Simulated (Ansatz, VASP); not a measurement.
## OsRh4: VASP beside Ansatz

One calculation is typed for both programs; each brings its own data sets and cutoff. How far apart do they land? The structure shown is the end of the VASP relaxation below.

Main program and level: Ansatz 0.2.0; plane waves, with VASP 6.6.1 beside it; single point at PBE.

### Step 1. The starting structure

The cell holds 20 atoms: 4 Os and 16 Rh. Its edges and angles: a = 5.416 Å, b = 5.416 Å, c = 21.660 Å, α = 90.0°, β = 90.0°, γ = 90.0°. It derives from Rh. As first built, before any earlier steps moved the atoms (in the runner's words): kind: overlayer; added: Os; how: half in the top layer, both faces;. Regions: layer 1, 4 atoms (2 Rh and 2 Os); layer 2, 4 atoms (4 Rh); layer 3, 4 atoms (4 Rh); other layers, 8 atoms (6 Rh and 2 Os). Vacuum lies along c.

### Step 2. VASP: relaxation, PBE

This run makes the geometry at which the two programs are then compared.

Lines of VASP's logs that name or quote its potential files are left out, and so is its time.

File INCAR:

```
SYSTEM = OsRh4
PREC = Normal
ENCUT = 330
EDIFF = 1E-05
NELM = 100
ISMEAR = 0
SIGMA = 0.1
LREAL = Auto
ALGO = Fast
GGA = PE
NBANDS = 168
LASPH = .TRUE.
LWAVE = .FALSE.
LCHARG = .FALSE.
KPAR = 2
NCORE = 4
IBRION = 2
NSW = 50
ISIF = 0
EDIFFG = -0.05
```

File POSCAR:

```
OsRh4
1.0
    5.4164379439      0.0000000000      0.0000000000
    0.0000000000      5.4164379439      0.0000000000
    0.0000000000      0.0000000000     21.6600000000
Os Rh
4 16
Selective dynamics
Direct
    0.0000000000      0.0000000000      0.6768236380  T T T
    0.5000000000      0.0000000000      0.6768236380  T T T
    0.0000000000      0.0000000000      0.3231763620  T T T
    0.5000000000      0.0000000000      0.3231763620  T T T
    0.0000000000      0.5000000000      0.6768236380  T T T
    0.5000000000      0.5000000000      0.6768236380  T T T
    0.2500000000      0.2500000000      0.5884118190  T T T
    0.7500000000      0.2500000000      0.5884118190  T T T
    0.2500000000      0.7500000000      0.5884118190  T T T
    0.7500000000      0.7500000000      0.5884118190  T T T
    0.0000000000      0.0000000000      0.5000000000  F F F
    0.5000000000      0.0000000000      0.5000000000  F F F
    0.0000000000      0.5000000000      0.5000000000  F F F
    0.5000000000      0.5000000000      0.5000000000  F F F
    0.2500000000      0.2500000000      0.4115881810  T T T
    0.7500000000      0.2500000000      0.4115881810  T T T
    0.2500000000      0.7500000000      0.4115881810  T T T
    0.7500000000      0.7500000000      0.4115881810  T T T
    0.0000000000      0.5000000000      0.3231763620  T T T
    0.5000000000      0.5000000000      0.3231763620  T T T
```

File KPOINTS:

```
Automatic mesh
0
Gamma
4 4 1
0 0 0
```

Potentials, in the order of the species: Os and Rh_pv (PBE family, release 64).

The run is started by

```
> mpirun -np 8 vasp_std
```

Numbers of over 12 decimals in the logs are rounded to 6 here.

The program printed:

```text
[banner, memory and clock lines left out]
running    8 mpi-ranks, on    1 nodes
 distrk:  each k-point on    4 cores,    2 groups
 distr:  one band on    4 cores,    1 groups

 POSCAR found type information on POSCAR OsRh
 POSCAR found :  2 types and      20 ions
 LDA part: xc-table for (Slater+PW92), standard interpolation
 POSCAR, INCAR and KPOINTS ok, starting setup
 FFT: planning ... GRIDC
 FFT: planning ... GRID_SOFT
 FFT: planning ... GRID
 WAVECAR not read
 entering main loop
       N       E                     dE             d eps       ncg     rms          rms(c)
DAV:   1     0.226901180124E+04    0.22690E+04   -0.13941E+05  3720   0.114E+03
DAV:   2    -0.700921672784E+02   -0.23391E+04   -0.22389E+04  3320   0.416E+02
DAV:   3    -0.158574485174E+03   -0.88482E+02   -0.82158E+02  3376   0.855E+01
DAV:   4    -0.160714913845E+03   -0.21404E+01   -0.21240E+01  3328   0.124E+01
DAV:   5    -0.160799804369E+03   -0.84891E-01   -0.84852E-01  3864   0.203E+00    0.436E+01
RMM:   6    -0.177499294661E+03   -0.16699E+02   -0.50174E+01  3033   0.157E+01    0.443E+01
RMM:   7    -0.172120487671E+03    0.53788E+01   -0.33693E+01  3061   0.142E+01    0.472E+01
RMM:   8    -0.170275742498E+03    0.18447E+01   -0.35865E+01  3075   0.135E+01    0.360E+01
RMM:   9    -0.149559641290E+03    0.20716E+02   -0.13222E+01  3028   0.979E+00    0.102E+01
RMM:  10    -0.149095140531E+03    0.46450E+00   -0.26423E+00  3036   0.313E+00    0.685E+00
RMM:  11    -0.148993425103E+03    0.10172E+00   -0.42390E-01  3033   0.170E+00    0.540E+00
RMM:  12    -0.149141269274E+03   -0.14784E+00   -0.13906E-01  3034   0.109E+00    0.533E+00
RMM:  13    -0.148970413214E+03    0.17086E+00   -0.18850E-01  3216   0.102E+00    0.232E+00
RMM:  14    -0.148945086976E+03    0.25326E-01   -0.73450E-02  3090   0.523E-01    0.163E+00
[...]
RMM:  20    -0.148916796740E+03   -0.64174E-04   -0.52610E-05  2280   0.155E-02    0.289E-02
RMM:  21    -0.148916900809E+03   -0.10407E-03   -0.41476E-05  2028   0.961E-03    0.187E-02
RMM:  22    -0.148916975114E+03   -0.74305E-04   -0.13902E-05  1790   0.661E-03    0.112E-02
RMM:  23    -0.148917033026E+03   -0.57912E-04   -0.72860E-06  1672   0.476E-03    0.483E-03
RMM:  24    -0.148917116558E+03   -0.83532E-04   -0.37717E-06  1549   0.349E-03    0.473E-03
RMM:  25    -0.148917148227E+03   -0.31669E-04   -0.14277E-06  1171   0.251E-03    0.324E-03
RMM:  26    -0.148917161080E+03   -0.12854E-04   -0.11603E-06  1462   0.324E-03    0.141E-03
RMM:  27    -0.148917162350E+03   -0.12692E-05   -0.20068E-07   587   0.155E-03
   1 F= -.14891716E+03 E0= -.14883824E+03  d E =-.148917E+03
[...]
2 F= -.14929073E+03 E0= -.14920292E+03  d E =-.373565E+00
[...]
3 F= -.14929514E+03 E0= -.14920620E+03  d E =-.377981E+00
[...]
4 F= -.14930154E+03 E0= -.14921157E+03  d E =-.639476E-02
[...]
5 F= -.14930323E+03 E0= -.14921192E+03  d E =-.808840E-02
[...]
6 F= -.14930387E+03 E0= -.14921296E+03  d E =-.872419E-02
 curvature:  -1.06 expect dE=-0.217E-02 dE for cont linesearch -0.417E-05
 trial: gam= 0.26035 g(F)=  0.206E-02 g(S)=  0.000E+00 ort =-0.180E-03 (trialstep = 0.126E+01)
 search vector abs. value=  0.252E-02
 bond charge predicted
       N       E                     dE             d eps       ncg     rms          rms(c)
DAV:   1    -0.149294723267E+03    0.91382E-02   -0.12473E+00  3312   0.627E+00    0.275E-01
RMM:   2    -0.149306562171E+03   -0.11839E-01   -0.11030E-01  3057   0.127E+00    0.401E-01
RMM:   3    -0.149306196239E+03    0.36593E-03   -0.10219E-02  3034   0.368E-01    0.301E-01
RMM:   4    -0.149305670678E+03    0.52556E-03   -0.24868E-03  3132   0.165E-01    0.173E-01
RMM:   5    -0.149305531301E+03    0.13938E-03   -0.46358E-04  3217   0.603E-02    0.917E-02
RMM:   6    -0.149305586364E+03   -0.55063E-04   -0.20569E-04  2915   0.379E-02    0.114E-01
RMM:   7    -0.149305481566E+03    0.10480E-03   -0.10955E-04  2794   0.289E-02    0.420E-02
RMM:   8    -0.149305487741E+03   -0.61742E-05   -0.45723E-05  2413   0.189E-02
   7 F= -.14930549E+03 E0= -.14921455E+03  d E =-.162028E-02
 trial-energy change:   -0.001620  1 .order   -0.001662   -0.002524   -0.000800
 step:   2.0133(harm=  1.8387)  dis= 0.00631  next Energy=  -149.305720 (dE=-0.185E-02)
 reached required accuracy - stopping structural energy minimisation
```

Parts of OUTCAR (step 2):

```text
ion  position               nearest neighbor table
   1  0.000  0.000  0.677-   7 2.71   8 2.71   9 2.71  10 2.71   2 2.71   5 2.71   5 2.71   2 2.71

  LATTYP: Found a simple tetragonal cell.
 ALAT       =     5.4164379439
 C/A-ratio  =     3.9989380889

 Subroutine GETGRP returns: Found  8 space group operations
 (whereof  8 operations were pure point group operations)

The static configuration has the point symmetry D_2h.

 Found      9 irreducible k-points:

   k-points           NKPTS =      9   k-points in BZ     NKDIM =      9   number of bands    NBANDS=    168

   dimension x,y,z NGX =    24 NGY =   24 NGZ =   96
   dimension x,y,z NGXF=    48 NGYF=   48 NGZF=  192

   ENCUT  =  330.0 eV  24.25 Ry    4.92 a.u.   8.02  8.02 32.08*2*pi/ulx,y,z

   NELECT =     272.0000    total number of electrons

 k-points in reciprocal lattice and weights: Automatic mesh
   0.00000000  0.00000000  0.00000000       0.062
   0.25000000  0.00000000  0.00000000       0.125
   0.00000000  0.25000000  0.00000000       0.125
   0.50000000  0.00000000  0.00000000       0.062
   0.00000000  0.50000000  0.00000000       0.062
   0.25000000  0.25000000  0.00000000       0.250
   0.50000000  0.25000000  0.00000000       0.125
  -0.25000000  0.50000000  0.00000000       0.125
   0.50000000  0.50000000  0.00000000       0.062

 average (electrostatic) potential at core
       1 -50.3689       2 -50.3689       3 -50.3689       4 -50.3689       5 -80.1650
       6 -80.1650       7 -80.8313       8 -80.8313       9 -80.8313      10 -80.8313
      11 -80.6279      12 -80.6279      13 -80.4499      14 -80.4499      15 -80.8313
      16 -80.8313      17 -80.8313      18 -80.8313      19 -80.1650      20 -80.1650

 E-fermi :   1.9843

 k-point     1 :       0.0000    0.0000    0.0000
  band No.  band energies     occupation
    ...
    123       1.3555      2.00000
    124       1.3739      2.00000
    125       1.4141      2.00000
    126       1.8888      1.82327
    127       2.0307      0.51234
    128       2.0583      0.29565
    129       2.0713      0.21845
    130       2.1209      0.05337
    131       2.1503      0.01893
    132       2.2354      0.00038
    ...

 k-point     2 :       0.2500    0.0000    0.0000
  band No.  band energies     occupation
    ...
    130       1.8101      1.98626
    131       1.9155      1.66948
    132       1.9184      1.64860
    133       1.9708      1.15138
    134       1.9992      0.83395
    135       2.0704      0.22365
    136       2.2493      0.00018
    137       2.2641      0.00008
    138       2.2796      0.00003
    139       2.3053      0.00001
    ...

 k-point     3 :       0.0000    0.2500    0.0000
  band No.  band energies     occupation
    ...
    130       1.7684      1.99774
    131       1.9085      1.71645
    132       2.0058      0.76126
    133       2.0098      0.71845
    134       2.0147      0.66726
    135       2.0430      0.40640
    136       2.1047      0.08858
    137       2.2115      0.00132
    138       2.3511      0.00000
    139       2.3552      0.00000
    ...

  energy-cutoff  :      330.00
  volume of cell :      635.46
      direct lattice vectors                 reciprocal lattice vectors
     5.416437944  0.000000000  0.000000000     0.184623180  0.000000000  0.000000000
     0.000000000  5.416437944  0.000000000     0.000000000  0.184623180  0.000000000
     0.000000000  0.000000000 21.660000000     0.000000000  0.000000000  0.046168052

 POSITION                                       TOTAL-FORCE (eV/Angst)
 -----------------------------------------------------------------------------------
      0.00000      0.00000     14.58034         0.000000     -0.000000     -0.013768
      2.70822      0.00000     14.58034         0.000000     -0.000000     -0.013768
      0.00000      0.00000      7.07966         0.000000     -0.000000      0.013768
      2.70822      0.00000      7.07966         0.000000     -0.000000      0.013768
      0.00000      2.70822     14.64453         0.000000     -0.000000     -0.021797
      2.70822      2.70822     14.64453         0.000000     -0.000000     -0.021797
      1.35411      1.34370     12.78942         0.000000     -0.014384     -0.021406
      4.06233      1.34370     12.78942         0.000000     -0.014384     -0.021406
      1.35411      4.07274     12.78942         0.000000      0.014384     -0.021406
      4.06233      4.07274     12.78942         0.000000      0.014384     -0.021406
      0.00000      0.00000     10.83000        -0.000000     -0.000000      0.000000
      2.70822      0.00000     10.83000        -0.000000     -0.000000      0.000000
      0.00000      2.70822     10.83000        -0.000000     -0.000000      0.000000
      2.70822      2.70822     10.83000         0.000000     -0.000000      0.000000
      1.35411      1.34370      8.87058        -0.000000     -0.014384      0.021406
      4.06233      1.34370      8.87058         0.000000     -0.014384      0.021406
      1.35411      4.07274      8.87058        -0.000000      0.014384      0.021406
      4.06233      4.07274      8.87058         0.000000      0.014384      0.021406
      0.00000      2.70822      7.01547         0.000000     -0.000000      0.021797
      2.70822      2.70822      7.01547         0.000000     -0.000000      0.021797
 -----------------------------------------------------------------------------------
    total drift:                                0.000000      0.000000     -0.000000

  FREE ENERGIE OF THE ION-ELECTRON SYSTEM (eV)
  ---------------------------------------------------
  free  energy   TOTEN  =      -149.3054877406 eV

  energy  without entropy=     -149.1236199718  energy(sigma->0) =     -149.21455386

 reached required accuracy - stopping structural energy minimisation

[... 3 further parts left out ...]
```

CONTCAR:

```
OsRh4
   1.00000000000000
     5.4164379439000001    0.0000000000000000    0.0000000000000000
     0.0000000000000000    5.4164379439000001    0.0000000000000000
     0.0000000000000000    0.0000000000000000   21.6600000000000001
  Os              Rh
     4    16
Selective dynamics
Direct
     0.0000000000000000    0.0000000000000000    0.6731460073016025   T   T   T
     0.5000000000000000    0.0000000000000000    0.6731460073016025   T   T   T
     0.0000000000000000    0.0000000000000000    0.3268539926983975   T   T   T
     0.5000000000000000    0.0000000000000000    0.3268539926983975   T   T   T
     0.0000000000000000    0.5000000000000000    0.6761093970146806   T   T   T
     0.5000000000000000    0.5000000000000000    0.6761093970146806   T   T   T
     0.2500000000000000    0.2480783853792130    0.5904627643724716   T   T   T
     0.7500000000000000    0.2480783853792130    0.5904627643724716   T   T   T
     0.2500000000000000    0.7519216146207871    0.5904627643724716   T   T   T
     0.7500000000000000    0.7519216146207871    0.5904627643724716   T   T   T
     0.0000000000000000    0.0000000000000000    0.5000000000000000   F   F   F
     0.5000000000000000    0.0000000000000000    0.5000000000000000   F   F   F
     0.0000000000000000    0.5000000000000000    0.5000000000000000   F   F   F
     0.5000000000000000    0.5000000000000000    0.5000000000000000   F   F   F
     0.2500000000000000    0.2480783853792130    0.4095372356275285   T   T   T
     0.7500000000000000    0.2480783853792130    0.4095372356275285   T   T   T
     0.2500000000000000    0.7519216146207871    0.4095372356275285   T   T   T
     0.7500000000000000    0.7519216146207871    0.4095372356275285   T   T   T
     0.0000000000000000    0.5000000000000000    0.3238906029853193   T   T   T
     0.5000000000000000    0.5000000000000000    0.3238906029853193   T   T   T
```

(Part 1 of 2 ends here.)

[Lines on the potential files, build, host, timing and source positions are cut from VASP's logs without a mark.]

[Logs are printed without paths, hosts, clocks, repeated set-up lines and the standing remarks that a program may print on its own settings, such as how far it seeks lower states.]

[Hosts, paths, dates, database ids (printed as entryN), source tags and the programs' standing remarks are cut or masked in the printed files.]
